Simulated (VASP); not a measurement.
OSZICAR of a VASP run on Sc (relaxed from the simple-cubic structure, space group Pm-3m):

File OSZICAR:
```
       N       E                     dE             d eps       ncg     rms          rms(c)
DAV:   1     0.598152208709E+02    0.59815E+02   -0.47720E+03  1016   0.980E+02
DAV:   2    -0.509428430509E+01   -0.64910E+02   -0.64472E+02  1044   0.313E+02
DAV:   3    -0.647696508746E+01   -0.13827E+01   -0.12850E+01  1388   0.523E+01
DAV:   4    -0.652050979357E+01   -0.43545E-01   -0.42623E-01  1548   0.658E+00
DAV:   5    -0.652091529580E+01   -0.40550E-03   -0.40481E-03  1523   0.434E-01    0.555E+00
DAV:   6    -0.589986264819E+01    0.62105E+00   -0.16460E+00  1519   0.182E+01    0.146E+00
DAV:   7    -0.584212693761E+01    0.57736E-01   -0.22522E-01  1625   0.569E+00    0.472E-01
DAV:   8    -0.583753058601E+01    0.45964E-02   -0.12290E-02  1275   0.196E+00    0.149E-01
DAV:   9    -0.583730422701E+01    0.22636E-03   -0.21811E-03  1607   0.646E-01    0.315E-02
DAV:  10    -0.583730110877E+01    0.31182E-05   -0.71577E-05  1563   0.111E-01    0.356E-03
DAV:  11    -0.583730044178E+01    0.66699E-06   -0.97297E-07  1084   0.923E-03
   1 F= -.58373004E+01 E0= -.58370900E+01  d E =-.583730E+01
       N       E                     dE             d eps       ncg     rms          rms(c)
DAV:   1    -0.583827818115E+01   -0.97707E-03   -0.26931E-02  1232   0.286E+00    0.214E-01
DAV:   2    -0.583737044399E+01    0.90774E-03   -0.30107E-03  1509   0.835E-01    0.538E-02
DAV:   3    -0.583732469106E+01    0.45753E-04   -0.19825E-04  1578   0.215E-01    0.248E-02
DAV:   4    -0.583732390739E+01    0.78367E-06   -0.10828E-05  1073   0.319E-02    0.113E-03
DAV:   5    -0.583732393102E+01   -0.23629E-07   -0.15638E-07   627   0.697E-03
   2 F= -.58373239E+01 E0= -.58371132E+01  d E =-.234892E-04
```

Task: Which electronic solver shows in the log?

Result: It is blocked Davidson (ALGO = Normal, or the opening steps of other solvers). The INCAR had ALGO = Normal.

Task: Can the final energy be trusted as converged?

Result: The calculation finished and met its thresholds. It stopped with EDIFF = 1E-6, NELM = 100, NSW = 60 and EDIFFG = -0.01 after 2 ionic steps (PBEsol GGA, plane waves, VASP's PBE PAW potentials (set 64)).

The structure was generated: Sc was put into the simple-cubic type (Pm-3m), which need not be its known phase. This run relaxes it. Symmetry was kept, so distortions that lower it aren't found. The start is the result of an earlier pass.
